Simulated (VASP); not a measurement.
# Li5AuO4 (C2/m): formation energy of a point defect, part 4 of 4

How easily does a point defect form in Li5AuO4 (C2/m)? The host is relaxed first, then a supercell is run with and without the defect. The start is a computed cell from the Materials Project.

VASP 6.6.1, plane waves and PAW; the level of theory is named at each step.

So far. Step 2 (Relaxing the host crystal): The run ended after 4 ionic steps, 0.007 eV below its first step, once forces and stress met EDIFFG = -0.03. Step 4 (The perfect supercell): The perfect cell has a gap of 2.01 eV on this mesh, with its valence-band top at 2.049 eV, and only the neutral defect is run.

**5. Relaxing the defect**

This step: PBEsol, spin-polarised, with small moments to start from; plane waves and PAW (Li, Au, O) (VASP 6.6.1).

System of this step: Li39Au8O32 (V_Li1). The cell holds 79 atoms: 39 Li, 8 Au and 32 O. Its edges and angles: a = 9.415 Å, b = 9.423 Å, c = 9.406 Å, α = 90.0°, β = 102.9°, γ = 90.0°. It derives from Li5AuO4 (Li5AuO4 (C2/m)). Nearest the centre at fractional (0.500, 0.283, 0.500): O66 at 1.89 Å, O76 at 1.96 Å, O55 at 1.98 Å, O57 at 1.99 Å, Li27 at 2.42 Å, Li36 at 2.44 Å, Li35 at 2.47 Å, Li16 at 2.48 Å.

Atoms within 3.3 Å of the defect's centre start slightly displaced, with symmetry off, so that a distortion can develop. The atoms relax at the host's fixed cell.

INCAR

```
SYSTEM = Li39Au8O32
PREC = Normal
ENCUT = 400
EDIFF = 1E-05
NELM = 120
ISMEAR = 0
SIGMA = 0.05
LREAL = Auto
ALGO = Fast
GGA = PS
NBANDS = 214
ISPIN = 2
MAGMOM = 0 0 0 0 0 0 0 0 0 0 0 0 0 0 0 0 0 0 0 0 0 0 0 0 0 0 0 0 0 0 0 0 0 0 0 0 0 0 0 0 0 0 0 0 0 0 0 0 0 0 0 0 0 0 0.6 0 0.6 0 0 0 0 0 0 0 0 0.6 0 0 0 0 0 0 0 0 0 0.6 0 0 0
LASPH = .TRUE.
LMAXMIX = 4
LORBIT = 11
LWAVE = True
LCHARG = .TRUE.
IBRION = 2
NSW = 50
ISIF = 2
EDIFFG = -0.03
POTIM = 0.4
MAXMIX = 40
ISYM = 0
```

POSCAR

```
Li39Au8O32
1.0
    9.4146470912      0.0000000000     -0.0216189484
    0.0000000000      9.4228038752      0.0000000000
   -2.0744610910      0.0000000000      9.1748999206
Li Au O
39 8 32
Direct
    0.0000000000      0.7922321700      0.2500000000
    0.2505951000      0.2905267300      0.2511837400
    0.0000000000      0.2828026200      0.0000000000
    0.2500000000      0.7828026200      0.0000000000
    0.0000000000      0.7171973800      0.0000000000
    0.2500000000      0.2171973800      0.0000000000
    0.0000000000      0.2077678300      0.2500000000
    0.2500000000      0.7077678300      0.2500000000
    0.0000000000      0.0000000000      0.0000000000
    0.2500000000      0.5000000000      0.0000000000
    0.0000000000      0.7922321700      0.7500000000
    0.2500000000      0.2922321700      0.7500000000
    0.0000000000      0.2828026200      0.5000000000
    0.2500000000      0.7828026200      0.5000000000
    0.0000000000      0.7171973800      0.5000000000
    0.2464642600      0.2150912300      0.5030490900
    0.0000000000      0.2077678300      0.7500000000
    0.2500000000      0.7077678300      0.7500000000
    0.0000000000      0.0000000000      0.5000000000
    0.2553448800      0.4975975100      0.5055356200
    0.5000000000      0.7922321700      0.2500000000
    0.7500000000      0.2922321700      0.2500000000
    0.5000000000      0.2828026200      0.0000000000
    0.7500000000      0.7828026200      0.0000000000
    0.5000000000      0.7171973800      0.0000000000
    0.7500000000      0.2171973800      0.0000000000
    0.4927038000      0.2116796700      0.2510932900
    0.7500000000      0.7077678300      0.2500000000
    0.5000000000      0.0000000000      0.0000000000
    0.7500000000      0.5000000000      0.0000000000
    0.5000000000      0.7922321700      0.7500000000
    0.7497360400      0.2908412900      0.7516991500
    0.7500000000      0.7828026200      0.5000000000
    0.5000000000      0.7171973800      0.5000000000
    0.7532609200      0.2170362700      0.4990819200
    0.5048168100      0.2036841700      0.7480963700
    0.7500000000      0.7077678300      0.7500000000
    0.4985700700      0.9948895800      0.5023814500
    0.7526878600      0.4984833300      0.5005404200
    0.0000000000      0.5000000000      0.2500000000
    0.2500000000      0.0000000000      0.2500000000
    0.0000000000      0.5000000000      0.7500000000
    0.2500000000      0.0000000000      0.7500000000
    0.4984669200      0.5002657700      0.2472183500
    0.7500000000      0.0000000000      0.2500000000
    0.4968721100      0.4984978600      0.7544982400
    0.7500000000      0.0000000000      0.7500000000
    0.1277832300      0.8529150300      0.1251344000
    0.3777832300      0.3529150300      0.1251344000
    0.1222167700      0.3529150300      0.3748656000
    0.3722167700      0.8529150300      0.3748656000
    0.1277832300      0.1470849700      0.1251344000
    0.3777832300      0.6470849700      0.1251344000
    0.1222167700      0.6470849700      0.3748656000
    0.3739588900      0.1433150200      0.3727060800
    0.1277832300      0.8529150300      0.6251344000
    0.3740283700      0.3545154500      0.6283617100
    0.1222167700      0.3529150300      0.8748656000
    0.3722167700      0.8529150300      0.8748656000
    0.1277832300      0.1470849700      0.6251344000
    0.3777832300      0.6470849700      0.6251344000
    0.1222167700      0.6470849700      0.8748656000
    0.3722167700      0.1470849700      0.8748656000
    0.6277832300      0.8529150300      0.1251344000
    0.8777832300      0.3529150300      0.1251344000
    0.6218364200      0.3521631700      0.3808042000
    0.8722167700      0.8529150300      0.3748656000
    0.6277832300      0.1470849700      0.1251344000
    0.8777832300      0.6470849700      0.1251344000
    0.6222167700      0.6470849700      0.3748656000
    0.8722167700      0.1470849700      0.3748656000
    0.6277832300      0.8529150300      0.6251344000
    0.8777832300      0.3529150300      0.6251344000
    0.6222167700      0.3529150300      0.8748656000
    0.8722167700      0.8529150300      0.8748656000
    0.6320107600      0.1502763700      0.6246462500
    0.8777832300      0.6470849700      0.6251344000
    0.6222167700      0.6470849700      0.8748656000
    0.8722167700      0.1470849700      0.8748656000
```

KPOINTS

```
Automatic mesh
0
Gamma
1 1 1
0 0 0
```

PAW data sets: Li, Au and O (PBE family, release 64).

Launch:

```
export OMP_NUM_THREADS=5
mpirun -np 1 vasp_gam
```

Output:

```text
[banner, memory and clock lines left out]
running    1 mpi-ranks, on    1 nodes
[...]
Offloading initialized ...    1 GPUs detected
[...]
[... a notice as in an earlier step ...]

 LDA part: xc-table for (Slater+PW92), standard interpolation
 POSCAR, INCAR and KPOINTS ok, starting setup
[...]
entering main loop
       N       E                     dE             d eps       ncg     rms          rms(c)
DAV:   1     0.280298649815E+04    0.28030E+04   -0.14960E+05   864   0.117E+03
DAV:   2    -0.127616078060E+03   -0.29306E+04   -0.26881E+04  1192   0.318E+02
DAV:   3    -0.495164503143E+03   -0.36755E+03   -0.36096E+03   960   0.118E+02
DAV:   4    -0.504179910605E+03   -0.90154E+01   -0.89715E+01   984   0.193E+01
[...]
RMM:  18    -0.396052687519E+03   -0.84046E-04   -0.18382E-04   809   0.238E-02    0.781E-02
RMM:  19    -0.396052703066E+03   -0.15546E-04   -0.81678E-05   753   0.152E-02    0.447E-02
RMM:  20    -0.396052711528E+03   -0.84625E-05   -0.22953E-05   584   0.933E-03
   1 F= -.39605271E+03 E0= -.39603813E+03  d E =-.396053E+03  mag=    -0.8445
[... from here on, the cycles between the ionic steps are left out ...]
   2 F= -.39625634E+03 E0= -.39624254E+03  d E =-.203626E+00  mag=    -0.6152
   3 F= -.39627868E+03 E0= -.39626469E+03  d E =-.225973E+00  mag=    -0.6766
   4 F= -.39645392E+03 E0= -.39643957E+03  d E =-.175231E+00  mag=    -0.4732
   5 F= -.39653732E+03 E0= -.39652270E+03  d E =-.258639E+00  mag=    -0.1328
   6 F= -.39658885E+03 E0= -.39657473E+03  d E =-.515307E-01  mag=    -0.0122
   7 F= -.39659803E+03 E0= -.39658387E+03  d E =-.607105E-01  mag=    -0.0043
   8 F= -.39664834E+03 E0= -.39663423E+03  d E =-.503050E-01  mag=    -0.0120
   9 F= -.39665060E+03 E0= -.39663650E+03  d E =-.525701E-01  mag=    -0.0024
  10 F= -.39667109E+03 E0= -.39665698E+03  d E =-.204851E-01  mag=    -0.0047
  11 F= -.39667234E+03 E0= -.39665823E+03  d E =-.217338E-01  mag=    -0.0022
  12 F= -.39668585E+03 E0= -.39667174E+03  d E =-.135103E-01  mag=    -0.0001
  13 F= -.39668671E+03 E0= -.39667261E+03  d E =-.143746E-01  mag=    -0.0005
  14 F= -.39669148E+03 E0= -.39667737E+03  d E =-.476615E-02  mag=     0.0024
  15 F= -.39669453E+03 E0= -.39668043E+03  d E =-.781950E-02  mag=     0.0015
  16 F= -.39669861E+03 E0= -.39668451E+03  d E =-.408143E-02  mag=     0.0002
  17 F= -.39670048E+03 E0= -.39668637E+03  d E =-.594624E-02  mag=    -0.0001
  18 F= -.39670073E+03 E0= -.39668663E+03  d E =-.619875E-02  mag=     0.0001
[...]
hard stop encountered!  aborting job ...
[...]
|     The electronic self-consistency was not achieved in the given           |
[...]
soft stop encountered!  aborting job ...
  19 F= -.39670165E+03 E0= -.39668755E+03  d E =-.282098E-01  mag=    -0.0389
 writing wavefunctions
 deleting file STOPCAR
```

Elapsed: 15 min, on 1 × NVIDIA H100 80GB HBM3, 81559 MiB with 1 MPI rank of AMD EPYC 7R13 (Zen 3), card shared with another run, shared host; peak memory 1.9 GiB.

The run was stopped at its time limit, so it gives no result of its own.

**6. Outcome**

```json
{
  "result": "none"
}
```

In words: The session ends without its result: «relax the defect» met its time limit.

[Lines on the potential files, build, host, timing and source positions are cut from VASP's logs without a mark.]

[Logs are printed without paths, hosts, clocks, repeated set-up lines and the standing remarks that a program may print on its own settings, such as how far it seeks lower states.]

[Hosts, paths, dates, database ids (printed as entryN), source tags and the programs' standing remarks are cut or masked in the printed files.]

[In band tables of VASP the shares of atoms and orbitals are scaled to a sum of 1 inside the atoms' spheres.]

[Runs that stopped without an error message from VASP are left out.]
